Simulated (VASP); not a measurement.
These are PBE GGA, VASP's PBE PAW potentials (set 64) (plane waves; VASP) values and carry that method's errors.

A VASP calculation is set up with these files.

### KPOINTS
```
k-points along high-symmetry lines
10
Line-mode
Reciprocal
  0.000000   0.000000   0.000000 ! GAMMA
  0.000000   0.500000   0.000000 ! X

  0.000000   0.500000   0.000000 ! X
  0.500000   0.500000   0.000000 ! M

  0.500000   0.500000   0.000000 ! M
  0.000000   0.000000   0.000000 ! GAMMA

  0.000000   0.000000   0.000000 ! GAMMA
  0.000000   0.000000   0.500000 ! Z

  0.000000   0.000000   0.500000 ! Z
  0.000000   0.500000   0.500000 ! R

  0.000000   0.500000   0.500000 ! R
  0.500000   0.500000   0.500000 ! A

  0.500000   0.500000   0.500000 ! A
  0.000000   0.000000   0.500000 ! Z

  0.000000   0.500000   0.000000 ! X
  0.000000   0.500000   0.500000 ! R

  0.500000   0.500000   0.000000 ! M
  0.500000   0.500000   0.500000 ! A
```

**POSCAR**
```
MgH2
4.5091920
  1.0000000409   0.0000000000   0.0000000000
  0.0000000000   1.0000000409   0.0000000000
  0.0000000000   0.0000000000   0.6668476275
Mg H
2 4
Cart
  0.0000000000   0.0000000000   0.0000000000
  0.5000000205   0.5000000205   0.3334238137
  0.3042662395   0.3042662395   0.0000000000
  0.8042662600   0.1957337809   0.3334238137
  0.1957337809   0.8042662600   0.3334238137
  0.6957338014   0.6957338014   0.0000000000
```

INCAR:
```
# general
SYSTEM = MgH2
PREC   = Accurate
ENCUT  = 520
LREAL  = .FALSE.
LASPH  = .TRUE.
ICHARG = 11

# electronic loop
EDIFF  = 1E-7
NELM   = 100
ALGO   = Normal   # blocked Davidson

# smearing
ISMEAR = 0   # Gaussian
SIGMA  = 0.05   # width (eV)

# functional
GGA    = PE   # PBE

# output
LWAVE  = .FALSE.
LCHARG = .FALSE.
LORBIT = 11
```

POTCAR, in this order: Mg H (PBE.64 set). Program: vasp_std. Read from the step before: CHGCAR.

Output of the run:

File OSZICAR:
```
       N       E                     dE             d eps       ncg     rms          rms(c)
DAV:   1     0.206347269176E+01    0.20635E+01   -0.31264E+03  1440   0.752E+02
DAV:   2    -0.169838754930E+02   -0.19047E+02   -0.17794E+02  2040   0.768E+01
DAV:   3    -0.175288535682E+02   -0.54498E+00   -0.54498E+00  1880   0.189E+01
DAV:   4    -0.175301236467E+02   -0.12701E-02   -0.12701E-02  1928   0.883E-01
DAV:   5    -0.175301315437E+02   -0.78970E-05   -0.78970E-05  1784   0.541E-02
DAV:   6    -0.175301316649E+02   -0.12121E-06   -0.12121E-06  1896   0.560E-03
DAV:   7    -0.175301316671E+02   -0.22681E-08   -0.22681E-08  1904   0.683E-04
   1 F= -.17530132E+02 E0= -.17530132E+02  d E =-.957828E-13
```

**OUTCAR**
```
 val. band max:       -0.5947249653   @ k =   0.1667   0.1667   0.0000

 cond. band min:       3.1370186820   @ k =   0.3889   0.3889   0.5000



 k-point     1 :       0.0000    0.0000    0.0000
  band No.  band energies     occupation
      1      -7.0329      2.00000
      2      -2.0485      2.00000
      3      -2.0485      2.00000
      4      -1.0257      2.00000
      5       4.1460      0.00000
      6       4.4329      0.00000
      7       8.5774      0.00000
      8       8.5774      0.00000

 k-point     2 :       0.0000    0.0556    0.0000
  band No.  band energies     occupation
      1      -7.0123      2.00000
      2      -2.1908      2.00000
      3      -2.0345      2.00000
      4      -0.9461      2.00000
      5       4.1996      0.00000
      6       4.4444      0.00000
      7       8.3578      0.00000
      8       8.6363      0.00000

 k-point     3 :       0.0000    0.1111    0.0000
  band No.  band energies     occupation
      1      -6.9509      2.00000
      2      -2.5216      2.00000
      3      -1.9932      2.00000
      4      -0.7998      2.00000
      5       4.2352      0.00000
      6       4.6088      0.00000
      7       7.8883      0.00000
      8       8.8020      0.00000

 k-point     4 :       0.0000    0.1667    0.0000
  band No.  band energies     occupation
      1      -6.8488      2.00000
      2      -2.9310      2.00000
      3      -1.9252      2.00000
      4      -0.6831      2.00000
      5       4.1868      0.00000
      6       5.0021      0.00000
      7       7.3568      0.00000
      8       9.0482      0.00000

 k-point     5 :       0.0000    0.2222    0.0000
  band No.  band energies     occupation
      1      -6.7064      2.00000
      2      -3.3697      2.00000
      3      -1.8321      2.00000
      4      -0.6266      2.00000
      5       4.1397      0.00000
      6       5.5463      0.00000
      7       6.8278      0.00000
      8       9.3469      0.00000
...
```

The density is held fixed in this step, so its total energy and stress have no physical meaning.

The compound is MgH2 in the rutile structure. It was relaxed first.
